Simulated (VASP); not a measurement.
Output of a VASP run:

OUTCAR:
```
 ion  position               nearest neighbor table
   1  0.000  0.000  0.000-   2 2.10   2 2.10   2 2.10   2 2.10   2 2.10   2 2.10
   2  0.500  0.500  0.500-   1 2.10   1 2.10   1 2.10   1 2.10   1 2.10   1 2.10
  LATTYP: Found a face centered cubic cell.
 ALAT       =     4.2100000000
 Subroutine PRICEL returns:
 Original cell was already a primitive cell.
 Subroutine GETGRP returns: Found 48 space group operations
The static configuration has the point symmetry O_h .
The dynamic configuration has the point symmetry O_h .
 Subroutine INISYM returns: Found 48 space group operations
 Subroutine IBZKPT returns following result:
 Found     47 irreducible k-points:

 Following reciprocal coordinates:
            Coordinates               Weight
  0.000000  0.000000  0.000000      1.000000
  0.100000  0.000000  0.000000      8.000000
  0.200000  0.000000  0.000000      8.000000
  0.300000  0.000000  0.000000      8.000000
  0.400000  0.000000  0.000000      8.000000
  0.500000  0.000000  0.000000      4.000000
  0.100000  0.100000  0.000000      6.000000
  0.200000  0.100000  0.000000     24.000000
  0.300000  0.100000  0.000000     24.000000
  0.400000  0.100000  0.000000     24.000000
  0.500000  0.100000  0.000000     24.000000
 -0.400000  0.100000  0.000000     24.000000
 -0.300000  0.100000  0.000000     24.000000
 -0.200000  0.100000  0.000000     24.000000
 -0.100000  0.100000  0.000000     12.000000
  0.200000  0.200000  0.000000      6.000000
  0.300000  0.200000  0.000000     24.000000
  0.400000  0.200000  0.000000     24.000000
  0.500000  0.200000  0.000000     24.000000
 -0.400000  0.200000  0.000000     24.000000
 -0.300000  0.200000  0.000000     24.000000
 -0.200000  0.200000  0.000000     12.000000
  0.300000  0.300000  0.000000      6.000000
  0.400000  0.300000  0.000000     24.000000
  0.500000  0.300000  0.000000     24.000000
 -0.400000  0.300000  0.000000     24.000000
 -0.300000  0.300000  0.000000     12.000000
  0.400000  0.400000  0.000000      6.000000
  0.500000  0.400000  0.000000     24.000000
 -0.400000  0.400000  0.000000     12.000000
  0.500000  0.500000  0.000000      3.000000
  0.300000  0.200000  0.100000     24.000000
  0.400000  0.200000  0.100000     48.000000
  0.500000  0.200000  0.100000     48.000000
 -0.400000  0.200000  0.100000     24.000000
  0.400000  0.300000  0.100000     24.000000
  0.500000  0.300000  0.100000     48.000000
 -0.400000  0.300000  0.100000     48.000000
 -0.300000  0.300000  0.100000     48.000000
 -0.200000  0.300000  0.100000     24.000000
   k-points           NKPTS =     47   k-points in BZ     NKDIM =     47   number of bands    NBANDS=      8
   number of dos      NEDOS =    301   number of ions     NIONS =      2
   total plane-waves  NPLWV =  13824
   dimension x,y,z NGX =    24 NGY =   24 NGZ =   24
   dimension x,y,z NGXF=    48 NGYF=   48 NGZF=   48
   ions per type =               1   1
   PREC   = accura    normal or accurate (medium, high low for compatibility)
   ISTART =      0    job   : 0-new  1-cont  2-samecut
   ICHARG =      2    charge: 1-file 2-atom 10-const
   ISPIN  =      1    spin polarized calculation?
   LNONCOLLINEAR =      F non collinear calculations
   LSORBIT =      F    spin-orbit coupling
   INIWAV =      1    electr: 0-lowe 1-rand  2-diag
   ENCUT  =  530.0 eV  38.95 Ry    6.24 a.u.   5.59  5.59  5.59*2*pi/ulx,y,z
   NELM   =    100;   NELMIN=  2; NELMDL= -5     # of ELM steps
   EDIFF  = 0.1E-05   stopping-criterion for ELM
   LREAL  =      F    real-space projection
   NLSPLINE    = F    spline interpolate recip. space projectors
   LMAXMIX     =    2 max onsite mixed and CHGCAR
   VOSKOWN=      0    Vosko Wilk Nusair interpolation
   EDIFFG = -.1E-01   stopping-criterion for IOM
   NSW    =     60    number of steps for IOM
   NBLOCK =      1;   KBLOCK =     60    inner block; outer block
   IBRION =      2    ionic relax: 0-MD 1-quasi-New 2-CG
...
```

### OSZICAR
```
...
DAV:   3    -0.198455688204E+02   -0.33423E+00   -0.33423E+00   928   0.183E+01
DAV:   4    -0.198462000704E+02   -0.63125E-03   -0.63125E-03  1032   0.726E-01
DAV:   5    -0.198462003916E+02   -0.32119E-06   -0.32119E-06   968   0.125E-02    0.682E+00
DAV:   6    -0.159481299159E+02    0.38981E+01   -0.49873E+00   752   0.156E+01    0.200E+00
DAV:   7    -0.163090917930E+02   -0.36096E+00   -0.12656E+00   760   0.954E+00    0.193E+00
DAV:   8    -0.160564091675E+02    0.25268E+00   -0.19713E+00   752   0.122E+01    0.195E+00
DAV:   9    -0.160906093547E+02   -0.34200E-01   -0.63990E-01   752   0.664E+00    0.439E-01
DAV:  10    -0.161602819539E+02   -0.69673E-01   -0.47752E-02   768   0.224E+00    0.151E-01
DAV:  11    -0.161605677926E+02   -0.28584E-03   -0.41900E-04  1008   0.209E-01    0.111E-01
DAV:  12    -0.161606762698E+02   -0.10848E-03   -0.52466E-04   792   0.227E-01    0.587E-02
DAV:  13    -0.161607019004E+02   -0.25631E-04   -0.60002E-04   760   0.267E-01    0.465E-03
DAV:  14    -0.161607998816E+02   -0.97981E-04   -0.30872E-05   792   0.907E-02    0.283E-03
DAV:  15    -0.161607882693E+02    0.11612E-04   -0.13645E-06   864   0.142E-02    0.395E-03
DAV:  16    -0.161607971622E+02   -0.88928E-05   -0.12606E-06   464   0.988E-03    0.774E-04
DAV:  17    -0.161607958662E+02    0.12960E-05   -0.13213E-07   408   0.565E-03    0.194E-04
DAV:  18    -0.161607964718E+02   -0.60558E-06   -0.43781E-09   424   0.107E-03
   1 F= -.16160796E+02 E0= -.16160796E+02  d E =-.161608E+02
       N       E                     dE             d eps       ncg     rms          rms(c)
DAV:   1    -0.161742505572E+02   -0.13455E-01   -0.27312E-01   752   0.552E+00    0.815E-01
DAV:   2    -0.161616966170E+02    0.12554E-01   -0.74669E-02   752   0.206E+00    0.100E-01
DAV:   3    -0.161619397318E+02   -0.24311E-03   -0.10270E-03   768   0.411E-01    0.441E-02
DAV:   4    -0.161613845423E+02    0.55519E-03   -0.29565E-04   752   0.257E-01    0.256E-02
DAV:   5    -0.161618255165E+02   -0.44097E-03   -0.13018E-04   752   0.171E-01    0.314E-03
DAV:   6    -0.161617512434E+02    0.74273E-04   -0.86972E-06   808   0.454E-02    0.204E-03
DAV:   7    -0.161617759308E+02   -0.24687E-04   -0.25655E-06   760   0.207E-02    0.102E-03
DAV:   8    -0.161617683118E+02    0.76190E-05   -0.59876E-07   784   0.112E-02    0.631E-05
DAV:   9    -0.161617718786E+02   -0.35668E-05   -0.32052E-08   400   0.283E-03    0.640E-05
DAV:  10    -0.161617717410E+02    0.13754E-06   -0.80970E-10   424   0.446E-04
   2 F= -.16161772E+02 E0= -.16161772E+02  d E =-.975269E-03
       N       E                     dE             d eps       ncg     rms          rms(c)
DAV:   1    -0.161629703836E+02   -0.11985E-02   -0.22137E-02   752   0.156E+00    0.232E-01
DAV:   2    -0.161619872664E+02    0.98312E-03   -0.60740E-03   752   0.588E-01    0.280E-02
DAV:   3    -0.161619078240E+02    0.79442E-04   -0.82239E-05   768   0.117E-01    0.123E-02
DAV:   4    -0.161620410653E+02   -0.13324E-03   -0.24988E-05   752   0.745E-02    0.737E-03
DAV:   5    -0.161619443612E+02    0.96704E-04   -0.11329E-05   752   0.500E-02    0.902E-04
DAV:   6    -0.161619671339E+02   -0.22773E-04   -0.75997E-07   784   0.133E-02    0.579E-04
DAV:   7    -0.161619601040E+02    0.70298E-05   -0.20430E-07   392   0.593E-03    0.245E-04
DAV:   8    -0.161619621662E+02   -0.20621E-05   -0.42063E-08   400   0.281E-03    0.431E-05
DAV:   9    -0.161619613797E+02    0.78648E-06   -0.22769E-09   384   0.622E-04
   3 F= -.16161961E+02 E0= -.16161961E+02  d E =-.116491E-02
```

### OUTCAR
```
------------------------ aborting loop because EDIFF is reached ----------------------------------------
  FORCE on cell =-STRESS in cart. coord.  units (eV):
  Direction    XX          YY          ZZ          XY          YZ          ZX
  --------------------------------------------------------------------------------------
  Total        0.0008659      0.0008659      0.0008659      0.0000000     -0.0000000      0.0000000
  in kB        0.0751838      0.0751838      0.0751838      0.0000000     -0.0000000      0.0000000
  external PRESSURE =       0.0751838 kB  Pullay stress =       0.0000000 kB
  volume of cell :       18.45
      direct lattice vectors                 reciprocal lattice vectors
    -0.000000000  2.097328068  2.097328068    -0.238398564  0.238398564  0.238398564
     2.097328068  0.000000000  2.097328068     0.238398564 -0.238398564  0.238398564
     2.097328068  2.097328068  0.000000000     0.238398564  0.238398564 -0.238398564
  FREE ENERGIE OF THE ION-ELECTRON SYSTEM (eV)
  ---------------------------------------------------
  free  energy   TOTEN  =       -16.1619613797 eV

  energy  without entropy=      -16.1619613797  energy(sigma->0) =      -16.16196138

 reached required accuracy - stopping structural energy minimisation
```
(Selected blocks of OUTCAR.)

**POSCAR**
```
MgO
1
    0.0000000000     2.1050000000     2.1050000000
    2.1050000000     0.0000000000     2.1050000000
    2.1050000000     2.1050000000     0.0000000000
Mg O
1 1
Direct
  0.0000000000   0.0000000000   0.0000000000
  0.5000000000   0.5000000000   0.5000000000
```

Task: Write an INCAR and KPOINTS that could have produced this output.

Result: This is not unique; one that fits is the input of the run itself, r2SCAN meta-GGA, plane waves, VASP's PBE PAW potentials (set 64).

**KPOINTS**
```
Automatic mesh
0
Gamma
10 10 10
0 0 0
```

### INCAR
```
SYSTEM = MgO
PREC = Accurate
ENCUT = 530
EDIFF = 1E-6
NELM = 100
ALGO = Normal
LREAL = .FALSE.
LASPH = .TRUE.
ISMEAR = 0
SIGMA = 0.05
METAGGA = R2SCAN
LMIXTAU = .TRUE.
LWAVE = .FALSE.
LCHARG = .FALSE.
IBRION = 2
ISIF = 3
NSW = 60
EDIFFG = -0.01
```

POTCAR, in this order: Mg O (PBE.64 set). Program: vasp_std.

The compound is MgO in the rock salt structure. This run relaxes it. Symmetry was kept, so distortions that lower it aren't found.
